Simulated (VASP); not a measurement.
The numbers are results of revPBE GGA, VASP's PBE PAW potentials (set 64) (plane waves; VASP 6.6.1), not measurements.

VASP input:

POSCAR:
```
K
5.5118040
 -0.5000000256   0.5000000256   0.5000000256
  0.5000000256  -0.5000000256   0.5000000256
  0.5000000256   0.5000000256  -0.5000000256
K
1
Cartesian
  0.0000000000   0.0000000000   0.0000000000
```

KPOINTS:
```
Automatic mesh
0
Gamma
10 10 10
0 0 0
```

**INCAR**
```
SYSTEM = K
PREC = Accurate
ENCUT = 520
EDIFF = 1E-7
NELM = 100
ALGO = Normal
LREAL = .FALSE.
LASPH = .TRUE.
ISMEAR = 1
SIGMA = 0.1
GGA = RE
LWAVE = .FALSE.
LCHARG = .FALSE.
ISIF = 2
```

POTCAR, in this order: K_sv (PBE.64 set). Program: vasp_std.

The resulting files:

### OSZICAR
```
       N       E                     dE             d eps       ncg     rms          rms(c)
DAV:   1     0.465858782215E+02    0.46586E+02   -0.35954E+03   752   0.850E+02
DAV:   2     0.576600741958E+00   -0.46009E+02   -0.45965E+02   752   0.207E+02
DAV:   3    -0.889139544112E+00   -0.14657E+01   -0.14608E+01  1176   0.352E+01
DAV:   4    -0.935819241596E+00   -0.46680E-01   -0.46662E-01  1128   0.460E+00
DAV:   5    -0.936522595743E+00   -0.70335E-03   -0.70327E-03  1272   0.404E-01    0.145E+00
DAV:   6    -0.939748298632E+00   -0.32257E-02   -0.13843E-03  1160   0.321E-01    0.869E-01
DAV:   7    -0.942276371786E+00   -0.25281E-02   -0.33673E-03   976   0.538E-01    0.559E-02
DAV:   8    -0.942451113349E+00   -0.17474E-03   -0.17445E-04  1216   0.153E-01    0.838E-03
DAV:   9    -0.942454513725E+00   -0.34004E-05   -0.60058E-06  1096   0.223E-02    0.306E-03
DAV:  10    -0.942454193046E+00    0.32068E-06   -0.33570E-07  1296   0.661E-03    0.540E-04
DAV:  11    -0.942454195365E+00   -0.23198E-08   -0.67035E-08  1056   0.166E-03
   1 F= -.94245420E+00 E0= -.94211641E+00  d E =-.101336E-02
```

### OUTCAR
```
------------------------ aborting loop because EDIFF is reached ----------------------------------------
  FORCE on cell =-STRESS in cart. coord.  units (eV):
  Direction    XX          YY          ZZ          XY          YZ          ZX
  --------------------------------------------------------------------------------------
  Total       -0.0779357     -0.0779357     -0.0779357      0.0000000     -0.0000000      0.0000000
  in kB       -1.4914045     -1.4914045     -1.4914045      0.0000000     -0.0000000      0.0000000
  external PRESSURE =      -1.4914045 kB  Pullay stress =       0.0000000 kB
  volume of cell :       83.72
      direct lattice vectors                 reciprocal lattice vectors
    -2.755902141  2.755902141  2.755902141     0.000000000  0.181428793  0.181428793
     2.755902141 -2.755902141  2.755902141     0.181428793  0.000000000  0.181428793
     2.755902141  2.755902141 -2.755902141     0.181428793  0.181428793  0.000000000
 POSITION                                       TOTAL-FORCE (eV/Angst)
 -----------------------------------------------------------------------------------
      0.00000      0.00000      0.00000         0.000000      0.000000     -0.000000
 -----------------------------------------------------------------------------------
    total drift:                               -0.000000     -0.000000     -0.000000
  FREE ENERGIE OF THE ION-ELECTRON SYSTEM (eV)
  ---------------------------------------------------
  free  energy   TOTEN  =        -0.9424541954 eV

  energy  without entropy=       -0.9414408388  energy(sigma->0) =       -0.94211641
```
(Selected blocks of OUTCAR.)

The compound is K in the bcc structure. This cell is one point of a volume scan, at 1.06 of the reference volume.
